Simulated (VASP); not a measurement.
Input:

```
CELL_PARAMETERS angstrom
     11.56740     0.00000     0.00000
      0.00000    11.56740     0.00000
      0.00000     0.00000    11.56740
ATOMIC_POSITIONS crystal
  Ge 0.50006 0.00009 0.00019
  Ge 0.62588 0.12411 0.12433
  Ge 0.74987 0.25001 0.99974
  Ge 0.87599 0.37401 0.12412
  Ge 0.74980 0.99947 0.25029
  Ge 0.87602 0.12403 0.37404
  Ge 0.00001 0.99998 0.99997
  Ge 0.12488 0.12488 0.12489
  Ge 0.25035 0.25020 0.00070
  Ge 0.37575 0.37562 0.12482
  Ge 0.49997 0.49993 0.00009
  Ge 0.62440 0.62440 0.12444
  Ge 0.74985 0.74988 0.00042
  Ge 0.87512 0.87514 0.12489
  Ge 0.25035 0.00078 0.25034
  Ge 0.37581 0.12494 0.37573
  Ge 0.49983 0.24878 0.24872
  Ge 0.63232 0.36863 0.36841
  Ge 0.75186 0.50083 0.24826
  Ge 0.87543 0.62453 0.37577
  Ge 0.50001 0.00004 0.49995
  Ge 0.62431 0.12464 0.62431
  Ge 0.75183 0.24835 0.50064
  Ge 0.87568 0.37554 0.62443
  Ge 0.74979 0.00057 0.74971
  Ge 0.87512 0.12482 0.87514
  Ge 0.99999 0.50002 0.00026
  Ge 0.12404 0.62591 0.12419
  Ge 0.25004 0.74999 0.99980
  Ge 0.37405 0.87615 0.12413
  Ge 0.00064 0.25025 0.25027
  Ge 0.12477 0.37572 0.37561
  Ge 0.24847 0.49958 0.24836
  Ge 0.36802 0.63250 0.36790
  Ge 0.50082 0.75190 0.24818
  Ge 0.62449 0.87535 0.37582
  Ge 0.99993 0.99994 0.50001
  Ge 0.12405 0.12396 0.62586
  Ge 0.24839 0.24851 0.49969
  Ge 0.36698 0.36790 0.63342
  Ge 0.63207 0.63176 0.63299
  Ge 0.75138 0.75130 0.49982
  Ge 0.87578 0.87595 0.62587
  Ge 0.25017 0.99956 0.74981
  Ge 0.37405 0.12394 0.87610
  Ge 0.50058 0.24825 0.75192
  Ge 0.62444 0.37547 0.87570
  Ge 0.75206 0.49910 0.75213
  Ge 0.87616 0.62600 0.87612
  Ge 0.99956 0.74988 0.25026
  Ge 0.12404 0.87617 0.37402
  Ge 0.00005 0.49999 0.49989
  Ge 0.12437 0.62457 0.62427
  Ge 0.24821 0.75194 0.50061
  Ge 0.37566 0.87553 0.62441
  Ge 0.99964 0.25003 0.74987
  Ge 0.12379 0.37391 0.87635
  Ge 0.24767 0.50111 0.75238
  Ge 0.37558 0.62459 0.87580
  Ge 0.49936 0.75186 0.75199
  Ge 0.62600 0.87618 0.87608
  Ge 0.00035 0.74996 0.74975
  Ge 0.12487 0.87514 0.87510
  In 0.49900 0.49984 0.50120
```
Cell charge +1.

Method: HSE06 screened hybrid, VASP's PBE PAW potentials (set 64) (plane waves; VASP). Run with PREC = Normal, LREAL = Auto, ISYM = 0, NELECT = 254.0, EDIFF = 1E-5, 400 eV cut-off, 1×1×1 Γ-centred mesh, Gaussian smearing of 0.050 eV, potentials Ge In.

The cell is charged, with a uniform compensating background. The supercell is sampled at Γ alone, which is coarse: total energies, pressure and levels can be off, energies of defects by several tenths of an eV.

Estimate the energy per atom (σ→0), largest force.

The energy per atom (σ→0) comes out as -5.213 eV/atom and the largest force is 0.413 eV/Å.

Only differences to runs with the same potentials and settings are physical.

The cell is a supercell with a defect, built from Ge (diamond): In_Ge, charge +1. The cell's shape comes from a PBE relaxation. The run is not spin-polarised, so no state with unpaired spins was tried.
